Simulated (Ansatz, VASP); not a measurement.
# TiC: VASP beside Ansatz, part 2 of 2

Wanted: the spread between two codes on one cell, functional and k mesh. The cell is generated by rule, not measured, and may not be a known phase. The cell is taken from a series of runs on this material, whose earlier steps may have relaxed, scaled, displaced or heated it; both programs get it as it stands.

VASP 6.6.1 and Ansatz 0.2.0.

So far. Step 3 (Ansatz: single point, PBEsol, pair 1): The run ends at a pressure of 0.08 GPa, with forces up to 0.19 eV/Å. Step 5 (VASP: single point, PBEsol, pair 2): The run ends at a pressure of 0.76 GPa, with forces up to 0.42 eV/Å.

The structure was built from a prototype and need not be the compound's stable phase.

## Step 6: Ansatz: single point, PBEsol, pair 2

Level of this step: Ansatz beside VASP: Kohn-Sham DFT, plane waves, PBEsol (Ansatz).

The same cell, functional, mesh and smearing now go to Ansatz, which takes its cutoff from its data sets.

The cell is taken from a series of runs on this material, whose earlier steps may have relaxed, scaled, displaced or heated it; both programs get it as it stands.

The input, input.yaml:

```yaml
crystal:
  lattice:
    - [-2.6818219351, 0.0, 0.0]
    - [0.0, -2.6818219351, -2.6818219351]
    - [0.0, -2.6818219351, 2.6818219351]
  atoms:
    - { symbol: Ti, position: [0.0, 1.0, 0.0] }
    - { symbol: Ti, position: [0.0, 0.5, 0.5] }
    - { symbol: C, position: [0.4701695333, 0.0, 0.5] }
    - { symbol: C, position: [0.5298304667, 0.5, 0.0] }
kpoints:
  mp_grid: { grid: [14, 10, 10] }
hamiltonian:
  xc: pbesol
scf:
  occupations: { method: methfessel_paxton, width: 0.15 }
output:
  forces: true
  stress: true
  eigenvalues: true
```

Launch:

```sh
$ ansatz run input.yaml --threads 4 --pin off --max-ram 7168MiB --backend cpu --events-out ev --progress --plain --runs-dir out
```

Numbers of over 12 decimals in the logs are rounded to 6 here.

The log of the run:

```text
[...]
Crystal: 4 atoms, lattice volume = 38.576 Å³
Basis set: ecut = 420 eV, 761 PW (Γ), exchange–correlation on 36×54×54 points (8 copies of the dense FFT grid, shifted against one another)
Bands: 20, of which v1, the nominal top of the filled ones, is band 16 counted from 1 (15 counted from 0)
Symmetry: 16 space group operations
[...]
k-points: 168 of 1400
[...]
--- Band table (eV; the first three rows and the last of 168) ---
  k-point 0: bands = [... 12 lower, 14.1422, 14.2259, 15.2460, 17.1214, 17.1214, 17.4784, 18.0850, 18.0850]
  k-point 1: bands = [... 12 lower, 14.1419, 14.1576, 15.4293, 16.8482, 17.2126, 17.2368, 17.5777, 18.1287]
  k-point 2: bands = [... 12 lower, 13.9805, 14.0734, 15.7607, 16.2983, 16.7877, 16.9048, 17.4521, 18.2590]
  k-point 167: bands = [... 12 lower, 12.6368, 12.6368, 15.1807, 15.1807, 17.7377, 17.7377, 17.7524, 17.7524]
[key lines of the parts left out:]
SCF converged after 6 iterations
Free energy (F): -5440.191495 eV
Fermi energy:    15.873334 eV
P = ⅓ Tr σ = 0.5282 GPa (5.282 kbar)
```

The run ends at a pressure of 0.53 GPa, with forces up to 0.42 eV/Å.

## Step 7: Comparison

The two programs side by side:

| quantity | Ansatz | VASP | difference |
| --- | --- | --- | --- |
| pressure (GPa) | 0.53 | 0.76 | -0.23 |

Forces (eV/Å; atoms numbered as in POSCAR):

| atom | Ansatz x, y, z | VASP x, y, z |
| --- | --- | --- |
| Ti1 | 0.000, 0.000, 0.000 | 0.000, 0.000, 0.000 |
| Ti2 | 0.000, 0.000, 0.000 | 0.000, 0.000, 0.000 |
| C3 | 0.421, 0.000, 0.000 | 0.419, 0.000, 0.000 |
| C4 | -0.421, 0.000, 0.000 | -0.419, 0.000, 0.000 |

The forces differ by 1.0 meV/Å r.m.s., which is 0.6 % of the r.m.s. force of 0.171 eV/Å (both taken over all components).

## Step 8: VASP: single point, PBEsol, pair 3

With cell and atoms fixed, the geometry can't cause a difference; cores, projectors, grids and the points listed under the comparison can.

The input, INCAR:

```
SYSTEM = TiC
PREC = Accurate
ENCUT = 600
EDIFF = 1E-06
NELM = 120
ISMEAR = 1
SIGMA = 0.15
LREAL = .FALSE.
ALGO = Normal
GGA = PS
NBANDS = 22
LASPH = .TRUE.
LORBIT = 11
LWAVE = .FALSE.
LCHARG = .FALSE.
ISIF = 2
GGA_COMPAT = .FALSE.
KPAR = 2
```

The input, POSCAR:

```
TiC
1.0
   -2.6818219351      0.0000000000      0.0000000000
    0.0000000000     -2.6818219351     -2.6818219351
    0.0000000000     -2.6818219351      2.6818219351
Ti C
2 2
Direct
    0.0000000000      0.0000000000      0.0000000000
    0.0000000000      0.5000000000      0.5000000000
    0.4477966832      0.0000000000      0.5000000000
    0.5522033168      0.5000000000      0.0000000000
```

The input, KPOINTS:

```
Automatic mesh
0
Gamma
14 10 10
0 0 0
```

The projector-augmented-wave data sets are Ti_sv and C (PBE family, release 64).

Launch:

```sh
$ mpirun -np 2 vasp_std
```

The log of the run:

```text
[... set-up lines as in an earlier step ...]
 entering main loop
       N       E                     dE             d eps       ncg     rms          rms(c)
DAV:   1     0.363135303929E+03    0.36314E+03   -0.17497E+04  7400   0.197E+03
DAV:   2     0.792875668758E+00   -0.36234E+03   -0.34935E+03  7572   0.528E+02
DAV:   3    -0.438563084157E+02   -0.44649E+02   -0.41218E+02 13438   0.152E+02
DAV:   4    -0.456058243465E+02   -0.17495E+01   -0.17374E+01  9164   0.298E+01
[...]
DAV:  13    -0.350489287043E+02    0.34906E-04   -0.45645E-04  9476   0.208E-01    0.256E-02
DAV:  14    -0.350489267818E+02    0.19224E-05   -0.27625E-05 10302   0.463E-02    0.486E-03
DAV:  15    -0.350489264133E+02    0.36857E-06   -0.12222E-06  6280   0.987E-03
   1 F= -.35048926E+02 E0= -.35049423E+02  d E =0.149096E-02
```

OUTCAR, selected parts (step 8):

```text
  Total       -1.3514660      1.3602996      1.3602996      0.0000000      0.0000000     -0.0000000
  in kB      -56.1301109     56.4969929     56.4969929      0.0000000      0.0000000     -0.0000000
  external PRESSURE =      18.9546249 kB  Pullay stress =       0.0000000 kB

 POSITION                                       TOTAL-FORCE (eV/Angst)
 -----------------------------------------------------------------------------------
      0.00000      0.00000      0.00000         0.000000      0.000000      0.000000
      0.00000     -2.68182      0.00000         0.000000      0.000000      0.000000
     -1.20091     -1.34091      1.34091         0.807102     -0.000000     -0.000000
     -1.48091     -1.34091     -1.34091        -0.807102      0.000000      0.000000
 -----------------------------------------------------------------------------------
    total drift:                               -0.000000     -0.000000     -0.000000

  FREE ENERGIE OF THE ION-ELECTRON SYSTEM (eV)
  ---------------------------------------------------
  free  energy   TOTEN  =       -35.0489264133 eV

  energy  without entropy=      -35.0504173753  energy(sigma->0) =      -35.04942340

[... 2 parts as in an earlier step ...]

[... 1 further part left out ...]
[key lines of the parts left out:]
E-fermi :  10.2509
```

The run ends at a pressure of 1.90 GPa, with forces up to 0.81 eV/Å.

## Step 9: Ansatz: single point, PBEsol, pair 3

The same cell, functional, mesh and smearing now go to Ansatz, which takes its cutoff from its data sets.

The cell is taken from a series of runs on this material, whose earlier steps may have relaxed, scaled, displaced or heated it; both programs get it as it stands.

input.yaml, the sections that differ from step 6:

```yaml
crystal:
  lattice:
    - [-2.6818219351, 0.0, 0.0]
    - [0.0, -2.6818219351, -2.6818219351]
    - [0.0, -2.6818219351, 2.6818219351]
  atoms:
    - { symbol: Ti, position: [0.0, 1.0, 0.0] }
    - { symbol: Ti, position: [0.0, 0.5, 0.5] }
    - { symbol: C, position: [0.4477966832, 0.0, 0.5] }
    - { symbol: C, position: [0.5522033168, 0.5, 0.0] }
# kpoints, hamiltonian, scf, output: as in step 6
```

Launch:

```sh
$ ansatz run input.yaml --threads 4 --pin off --max-ram 7168MiB --backend cpu --events-out ev --progress --plain --runs-dir out
```

The log of the run:

```text
[...]
Crystal: 4 atoms, lattice volume = 38.576 Å³
Basis set: ecut = 420 eV, 761 PW (Γ), exchange–correlation on 36×54×54 points (8 copies of the dense FFT grid, shifted against one another)
Bands: 20, of which v1, the nominal top of the filled ones, is band 16 counted from 1 (15 counted from 0)
Symmetry: 16 space group operations
[...]
k-points: 168 of 1400
[...]
--- Band table (eV; the first three rows and the last of 168) ---
  k-point 0: bands = [... 12 lower, 13.9894, 14.2198, 15.2291, 16.8000, 16.8000, 17.5168, 18.4117, 18.4117]
  k-point 1: bands = [... 12 lower, 13.9911, 14.1470, 15.4084, 16.5960, 16.9030, 17.2901, 17.8215, 18.4495]
  k-point 2: bands = [... 12 lower, 13.9327, 13.9624, 15.7302, 16.1513, 16.8604, 17.0849, 17.1732, 18.5606]
  k-point 167: bands = [... 12 lower, 12.6667, 12.6667, 15.0261, 15.0261, 17.7205, 17.7205, 17.7552, 17.7552]
[key lines of the parts left out:]
SCF converged after 6 iterations
Free energy (F): -5440.266043 eV
Fermi energy:    15.820596 eV
P = ⅓ Tr σ = 1.6816 GPa (16.816 kbar)
```

The run ends at a pressure of 1.68 GPa, with forces up to 0.81 eV/Å.

## Step 10: Side by side

The two programs side by side:

| quantity | Ansatz | VASP | difference |
| --- | --- | --- | --- |
| pressure (GPa) | 1.68 | 1.90 | -0.21 |

Forces (eV/Å; atoms numbered as in POSCAR):

| atom | Ansatz x, y, z | VASP x, y, z |
| --- | --- | --- |
| Ti1 | 0.000, 0.000, 0.000 | 0.000, 0.000, 0.000 |
| Ti2 | 0.000, 0.000, 0.000 | 0.000, 0.000, 0.000 |
| C3 | 0.812, 0.000, 0.000 | 0.807, 0.000, 0.000 |
| C4 | -0.812, 0.000, 0.000 | -0.807, 0.000, 0.000 |

The forces differ by 1.9 meV/Å r.m.s., which is 0.6 % of the r.m.s. force of 0.330 eV/Å (both taken over all components).

## Step 11: What came out

| Item | Value |
| --- | --- |
| r.m.s. force difference (single point, PBEsol, pair 1) | 0.5 meV/Å |
| r.m.s. force difference (single point, PBEsol, pair 2) | 1.0 meV/Å |
| r.m.s. force difference (single point, PBEsol, pair 3) | 0.59 % of the r.m.s. force |

What this shows: The r.m.s. force difference is 0.59 % of the r.m.s. force (single point, PBEsol, pair 3), within the 3 % picked in this series as the mark of a large difference. 5 further runs of this series are not shown here. How closely two codes agree says nothing of how well the functional describes the real material.

[Lines on the potential files, build, host, timing and source positions are cut from VASP's logs without a mark.]

[Logs are printed without paths, hosts, clocks, repeated set-up lines and the standing remarks that a program may print on its own settings, such as how far it seeks lower states.]

[Hosts, paths, dates, database ids (printed as entryN), source tags and the programs' standing remarks are cut or masked in the printed files.]
